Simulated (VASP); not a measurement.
Calculation: HSE06 screened hybrid, VASP's PBE PAW potentials (set 64) (plane waves; VASP 6.6.1).

A VASP calculation is set up with these files.

KPOINTS:
```
Regular mesh
0
gamma
6 6 6
```

**INCAR**
```
# general
SYSTEM   = KBr
PREC     = Accurate
ENCUT    = 520
LREAL    = F   # projection in real space or not
LASPH    = T   # aspherical one-centre terms
ISYM     = 3

# electronic loop
EDIFF    = 1E-6   # SCF stop (eV)
NELM     = 60   # most electronic steps
ALGO     = Normal
LMAXMIX  = 4   # l cut-off of mixed one-centre charges

# smearing
ISMEAR   = 0   # Gaussian
SIGMA    = 0.05   # width (eV)

# functional
GGA      = PE   # PBE
LHFCALC  = T
AEXX     = 0.25
HFSCREEN = 0.2   # 1/Angstrom
PRECFOCK = Fast

# ions
ISIF     = 2

# output
LWAVE    = F
LCHARG   = F
```

POSCAR:
```
KBr
4.5946020
  0.0000000000   0.7071067070   0.7071067070
  0.7071067070   0.0000000000   0.7071067070
  0.7071067070   0.7071067070   0.0000000000
K Br
1 1
direct
  0.0000000000   0.0000000000   0.0000000000
  0.5000000000   0.5000000000   0.5000000000
```

POTCAR, in this order: K_sv Br (PBE.64 set). Program: vasp_std. Read from the step before: WAVECAR.

Q: Predict the energy per atom (σ→0), pressure, band gap (on the k-mesh).

A: 
energy per atom (σ→0): -3.583 eV/atom
band gap (on the k-mesh): 5.76 eV
pressure: 13.5 kbar

### OSZICAR
```
...
DAV:   2    -0.716643357262E+01   -0.16929E-02   -0.57138E-03   472   0.628E-01    0.723E-01
DAV:   3    -0.716611210852E+01    0.32146E-03   -0.49265E-04   476   0.216E-01    0.410E-01
DAV:   4    -0.716603208934E+01    0.80019E-04   -0.15254E-04   472   0.108E-01    0.232E-01
DAV:   5    -0.716601598745E+01    0.16102E-04   -0.34702E-05   564   0.478E-02    0.133E-01
DAV:   6    -0.716601110145E+01    0.48860E-05   -0.61956E-06   532   0.225E-02    0.777E-02
DAV:   7    -0.716600977582E+01    0.13256E-05   -0.18254E-06   416   0.134E-02    0.461E-02
DAV:   8    -0.716600958671E+01    0.18910E-06   -0.75415E-07   340   0.912E-03
   1 F= -.71660096E+01 E0= -.71660096E+01  d E =-.140256E-16
```

The compound is KBr in the rock salt structure. This cell is one point of a volume scan, at 0.91 of the reference volume. The cell's shape comes from a PBE relaxation.
